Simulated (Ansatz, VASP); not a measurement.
## Cross-check of HfS2 (1T-HfS2 3 layers, AA) between VASP and Ansatz

Aim: how closely do two programs agree when they are given the same cell, functional and k mesh? The structure shown is the start of the Ansatz relaxation below; VASP solves that cell, so the two are compared at the walk's first step.

Calculated with Ansatz 0.2.0; plane waves, with VASP 6.6.1 beside it; single point at PBE with D3(BJ).

### 1. The structure

The cell holds 9 atoms: 6 S and 3 Hf. Cell: a = 3.640 Å, b = 3.640 Å, c = 62.236 Å, α = 90.0°, β = 90.0°, γ = 120.0°. Vacuum lies along c.

Structure file:

```cif
data_structure
_symmetry_space_group_name_H-M 'P 1'
_symmetry_Int_Tables_number 1
_cell_length_a 3.6400
_cell_length_b 3.6400
_cell_length_c 62.2365
_cell_angle_alpha 90.000
_cell_angle_beta 90.000
_cell_angle_gamma 120.000
_cell_volume 714.13
loop_
_atom_site_label
_atom_site_type_symbol
_atom_site_fract_x
_atom_site_fract_y
_atom_site_fract_z
_atom_site_occupancy
S1 S 0.66667 0.33333 0.37438 1
S2 S 0.33333 0.66667 0.42599 1
S3 S 0.66667 0.33333 0.47419 1
S4 S 0.33333 0.66667 0.52581 1
S5 S 0.66667 0.33333 0.57401 1
S6 S 0.33333 0.66667 0.62562 1
Hf7 Hf 0.00000 0.00000 0.40018 1
Hf8 Hf 0.00000 0.00000 0.50000 1
Hf9 Hf 0.00000 0.00000 0.59982 1
```

### 2. Ansatz: relaxation, PBE with D3(BJ)

Ansatz runs on its default PAW (the set named soft_2) files.

The two programs are compared at the cell with which this relaxation starts, whose forces are those of its first step.

input.yaml reads:

```yaml
crystal:
  lattice:
    - [3.64, 0.0, 0.0]
    - [-1.82, 3.1523324698, 0.0]
    - [0.0, 0.0, 62.2364775752]
  atoms:
    - { symbol: S, position: [0.6666666667, 0.3333333333, 0.3743785141] }
    - { symbol: Hf, position: [0.0, 0.0, 0.4001845954] }
    - { symbol: S, position: [0.3333333333, 0.6666666667, 0.4259906766] }
    - { symbol: S, position: [0.6666666667, 0.3333333333, 0.4741939188] }
    - { symbol: Hf, position: [0.0, 0.0, 0.5] }
    - { symbol: S, position: [0.3333333333, 0.6666666667, 0.5258060812] }
    - { symbol: S, position: [0.6666666667, 0.3333333333, 0.5740093234] }
    - { symbol: Hf, position: [0.0, 0.0, 0.5998154046] }
    - { symbol: S, position: [0.3333333333, 0.6666666667, 0.6256214859] }
  periodic: [true, true, false]
kpoints:
  mp_grid: { grid: [12, 12, 1] }
hamiltonian:
  xc: pbe
  dispersion: d3bj
scf:
  occupations: { method: fermi_dirac, width: 0.05 }
  convergence: { dr2_threshold: 1.0e-09 }
relax:
  f_tol: 0.004
  max_steps: 90
  cell: {}
output:
  write_potential: true
  write_density: true
  volumetric_format: npy
```

On the command line:

```bash
ansatz run input.yaml --threads 4 --pin off --max-ram 16384MiB --backend cpu --events-out ev --progress --plain --runs-dir out
```

Numbers of over 12 decimals in the logs are rounded to 6 here.

Output:

```text
Warning: relax.cell: scf.convergence.dr2_threshold = 1e-9 eV is looser than the 1.36938574477e-10 eV advised for a relaxation that steers and ends on the stress (1e-10 eV for each atom of the cell: 9, times the square of relax.cell.stress_2d_tol = 0.05 N/m over 25.6 Å (the atoms' height at the walk's start and 5 Å past either face), 1.950e-2 GPa, over a crystal's default 0.05). What an SCF threshold leaves in a stress goes as its square root, and in the free energy as the threshold itself, and one threshold admits the most on a small cell: [figures from the program's tests cut] Set scf.convergence.dr2_threshold to 1.36938574477e-10 eV or tighter. [rest of the remark cut]
Engine: ansatz 0.2.0, aarch64-unknown-linux-gnu
Pseudopotentials: kind: paw
Pseudopotential: S, paw, valence charge 6, recommended cutoff 420 eV (normal), S.paw.azcp
Pseudopotential: Hf, paw, valence charge 26, recommended cutoff 420 eV (normal), Hf.paw.azcp
Functional definition: PBE
  parameter kappa = 0.804
  parameter beta = 0.066725
  exchange = pbe_x(kappa = kappa, mu = beta*pi^2/3)
  correlation = pbe_c(beta = beta)
Crystal: 9 atoms, lattice volume = 714.132 Å³
Basis set: ecut = 420 eV, 13755 PW (Γ), exchange–correlation on 50×50×864 points (8 copies of the dense FFT grid, shifted against one another)
Bands: 69, of which v1, the nominal top of the filled ones, is band 57 counted from 1 (56 counted from 0)
Symmetry: 12 space group operations
Space group: P-3m1 (ITA 164), of the structure as read, at distance tolerance 8.9e-5 Å
k-points: 19 of 144
Non-local potential: S, projectors of the file, l = 0: 2, l = 1: 2, l = 2: 2
Non-local potential: Hf, projectors of the file, l = 0: 3, l = 1: 2, l = 2: 2, l = 3: 3
PAW form: soft (Blöchl's): semilocal exchange-correlation on the pseudo side does not see the compensation charge
PAW one-centre angular grid: S, 110 points (default); XC on 64 Gauss nodes
PAW one-centre angular grid: Hf, 590 points (default); XC on 64 Gauss nodes
Initial density: superposition of atomic densities (neutral atoms: chi_scale 0, normalization atom), corrected by the library's trained network
Initial wavefunctions: pseudopotential atomic-orbital guess
Functional: x = pbe(κ = 0.804, μ = 0.219515), c = pbe(β = 0.066725)
SCF iter   1: F=—  HF=-52592.270451 eV  |F-HF|=—  |Δ(HF+E_count)|=         —  Δρ=7.99e-4  dr2=8.20e-3  ethr=1.77e-3  ⟨swp⟩=10.1  Hψ=6996  notcnv=0  defer=10
preconditioner: auto → Resta (q_TF=auto, 2.009 Å⁻¹)  ε∞=2.3  [insulator: Δε(μ)=0.736 eV  Ē_g=11.520 eV  σ=0.050 eV  W_gap=1.00  n_scr=68 (ndim 8)  ℏωp=13.2 eV  f_vac=0.696  D(μ)=0.00/eV (n_scr^D=0)  ε∞_Penn≈2.3  vacuum switching on, ρ_ref=9.6e-3 e/Å³]
SCF iter   2: F=—  HF=-52592.271559 eV  |F-HF|=—  |Δ(HF+E_count)|=   1.11e-3  Δρ=5.00e-4  dr2=7.58e-3  ethr=7.19e-6  ⟨swp⟩=4.2  Hψ=4214  notcnv=0  defer=58
SCF iter   3: F=—  HF=-52592.271186 eV  |F-HF|=—  |Δ(HF+E_count)|=   3.72e-4  Δρ=3.20e-4  dr2=1.19e-3  ethr=6.65e-6  ⟨swp⟩=2.3  Hψ=1549  notcnv=0  defer=58
SCF iter   4: F=—  HF=-52592.271681 eV  |F-HF|=—  |Δ(HF+E_count)|=   4.94e-4  Δρ=1.49e-4  dr2=1.63e-4  ethr=1.05e-6  ⟨swp⟩=3.0  Hψ=1843  notcnv=0  defer=58
SCF iter   5: F=—  HF=-52592.271897 eV  |F-HF|=—  |Δ(HF+E_count)|=   2.16e-4  Δρ=4.36e-5  dr2=1.35e-5  ethr=1.43e-7  ⟨swp⟩=3.3  Hψ=2518  notcnv=0  defer=58
SCF iter   6: F=—  HF=-52592.272103 eV  |F-HF|=—  |Δ(HF+E_count)|=   2.06e-4  Δρ=1.52e-5  dr2=1.28e-6  ethr=1.18e-8  ⟨swp⟩=3.0  Hψ=2597  notcnv=0  defer=58
SCF iter   7: F=—  HF=-52592.272382 eV  |F-HF|=—  |Δ(HF+E_count)|=   2.79e-4  Δρ=4.82e-6  dr2=1.49e-7  ethr=1.12e-9  ⟨swp⟩=2.8  Hψ=2775  notcnv=0  defer=58
SCF iter   8: F=—  HF=-52592.272382 eV  |F-HF|=—  |Δ(HF+E_count)|=   2.76e-7  Δρ=1.94e-6  dr2=3.88e-8  ethr=1.31e-10  ⟨swp⟩=3.0  Hψ=3042  notcnv=0  defer=58
SCF iter   9: F=—  HF=-52592.272382 eV  |F-HF|=—  |Δ(HF+E_count)|=   6.92e-8  Δρ=7.34e-7  dr2=6.76e-9  ethr=3.41e-11  ⟨swp⟩=3.4  Hψ=2677  notcnv=0  defer=58
SCF iter  10: F=—  HF=-52592.272382 eV  |F-HF|=—  |Δ(HF+E_count)|=   1.07e-8  Δρ=4.09e-7  dr2=1.25e-9  ethr=5.93e-12  ⟨swp⟩=3.0  Hψ=2748  notcnv=0  defer=58
SCF iter  11: F=—  HF=-52592.272382 eV  |F-HF|=—  |Δ(HF+E_count)|=   5.32e-9  Δρ=1.94e-7  dr2=1.18e-9  ethr=1.00e-12  ⟨swp⟩=10.8  Hψ=9803  notcnv=0
SCF iter  12: F=-52592.272382 eV  HF=-52592.272382 eV  |F-HF|=6.98e-10  |Δ(HF+E_count)|=  5.46e-10  Δρ=3.41e-8  dr2=1.20e-11  ethr=1.00e-12  ⟨swp⟩=7.3  Hψ=8778  notcnv=0
[...]
relax step   8: F+E_penalty+E_count = -52593.19500151 eV  Δ(F+E_penalty+E_count) = +4.604e-4 eV  max|allowed force component| = 1.068e-3 eV/Å  Δτ_max = 0.0000 Å  P = -0.004 N/m  Ω = 702.333 Å³  fix = [c, alpha, beta]  reactions: c -0.000 N/m  stress off target by 4.36e-3 N/m on what of the cell is left free  SCF on the basis re-selected at this cell (its energy is not comparable with the rows above)  (5 SCF iters)
basis re-selected at this cell: Δ(F+E_penalty+E_count) = +4.604e-4 eV, ΔP = +0.003 N/m vs the last step (what re-selecting the basis moved, of the pressure what is left beyond the Pulay correction that the steps carried, after the strain that the cell walked since its last selection, with what the two solves' SCF thresholds leave and, on support functions, any second-order correction that the steps lacked; it is no m [...]
WARN: The output density's exchange-correlation potential varies sharply where the density is thin. Do not read a vacuum level from v_tot or v_xc, or from such a field of the output density. On a cell that repeats whose density bears no net charge and no dipole along the vacuum's axis use v_es (v_loc + v_h of the components); under efield.dipole_correction with no amplitude use v_es + v_field, which holds any externa [...]
SCF converged after 5 iterations
Free energy (F): -52593.195002 eV
Harris-Foulkes:  -52593.195002 eV  (|F-HF|=5.60e-10)
Internal energy: -52593.194999 eV  (E = F + TS)
E sigma→0 (E₀):  -52593.195000 eV
Entropy (-TS):   -0.000002 eV (-0.000 meV/atom)
Fermi energy:    -5.769093 eV
--- Per-component energies (eV) ---
  E_band       = -2369.814327
  E_kinetic    = 1904.318495
  E_local      = -1066779.103054  (includes V_loc(G=0)·N_el)
  E_nonlocal   = -3560.397264
  E_hartree    = 531571.666950
  E_xc         = -1482.763487
  E_vxc        = -1322.994895  (∫ρ·V_xc dr)
  E_paw        = -24382.454727  (= ΣΔE_a)
  E_vpaw       = 4245.028957  (= ΣTr[D̂ρ^β])
  E_aug_tail   = 0.000005  (compensation charges beyond the density's cutoff)
  E_ewald      = 510138.244987
  E_disp       = -2.706904  (pairwise vdW)
  E_smearing   = -0.000002  (= −TS)
  E_closure    = 0.000000  (closes the sum)
  Σ components = -52593.195002   (vs F -52593.195002, Δ=0.00e0)
--- Forces (eV/Å), atoms counted from 1 ---
  atom   1  S     -0.00000000    -0.00000000     0.00015295
  atom   2  Hf     0.00000000     0.00000000     0.00002176
  atom   3  S      0.00000000     0.00000000    -0.00085396
  atom   4  S     -0.00000000    -0.00000000     0.00106764
  atom   5  Hf     0.00000000    -0.00000000     0.00000000
  atom   6  S      0.00000000     0.00000000    -0.00106764
  atom   7  S     -0.00000000    -0.00000000     0.00085396
  atom   8  Hf    -0.00000000    -0.00000000    -0.00002176
  atom   9  S      0.00000000     0.00000000    -0.00015295
  max |Σ_I F_I| component: 3.70e-17 eV/Å
--- 2D stress c σ (N/m, compression-positive) ---
       -0.004359       0.000000       0.000000
        0.000000      -0.004359       0.000000
        0.000000       0.000000      -0.000000
  P = ½ c Tr σ = -0.0044 N/m
--- Band table (eV; the first three rows and the last of 19) ---
  k-point 0: bands = [... 53 lower, -6.3549, -6.3549, -6.3079, -6.3079, -4.3118, -4.3118, -4.2826, -4.2826, ... 8 higher]
  k-point 1: bands = [... 53 lower, -6.6498, -6.5584, -6.5007, -6.3975, -4.2938, -4.2598, -4.2434, -4.0578, ... 8 higher]
  k-point 2: bands = [... 53 lower, -6.9433, -6.8747, -6.8093, -6.4379, -4.4552, -4.4294, -4.4206, -3.5236, ... 8 higher]
  k-point 18: bands = [... 53 lower, -8.1865, -8.1264, -8.1264, -7.9729, -3.5971, -3.5066, -3.4417, -2.8982, ... 8 higher]
  the weakly bound empty levels are not read free of the cell's end (no_gap_told)
--- Relaxed structure (7 steps of the walk, 7 accepted, 1 SCFs on fresh bases) ---
  F+E_penalty+E_count = -52593.19500151 eV   max|allowed force component| = 1.068e-3 eV/Å   (the final SCF, on the basis selected at the relaxed cell)
  cell:  # Å, volume = 702.3327 Å³
    - [3.609804, 0, 0]
    - [-1.804902, 3.126182, 0]
    - [0, 0, 62.2364775752]
  atoms:
    - { symbol: S, position: [0.666667, 0.333333, 0.383721] }
    - { symbol: Hf, position: [-4.4144694714912295e-18, 0, 0.407161] }
    - { symbol: S, position: [0.333333, 0.666667, 0.430548] }
    - { symbol: S, position: [0.666667, 0.333333, 0.476623] }
    - { symbol: Hf, position: [0, 0, 0.500000] }
    - { symbol: S, position: [0.333333, 0.666667, 0.523377] }
    - { symbol: S, position: [0.666667, 0.333333, 0.569452] }
    - { symbol: Hf, position: [4.414469471491232e-18, 0, 0.592839] }
    - { symbol: S, position: [0.333333, 0.666667, 0.616279] }
```

(Part 1 of 2 ends here.)

[Lines on the potential files, build, host, timing and source positions are cut from VASP's logs without a mark.]

[Logs are printed without paths, hosts, clocks, repeated set-up lines and the standing remarks that a program may print on its own settings, such as how far it seeks lower states.]

[Hosts, paths, dates, database ids (printed as entryN), source tags and the programs' standing remarks are cut or masked in the printed files.]
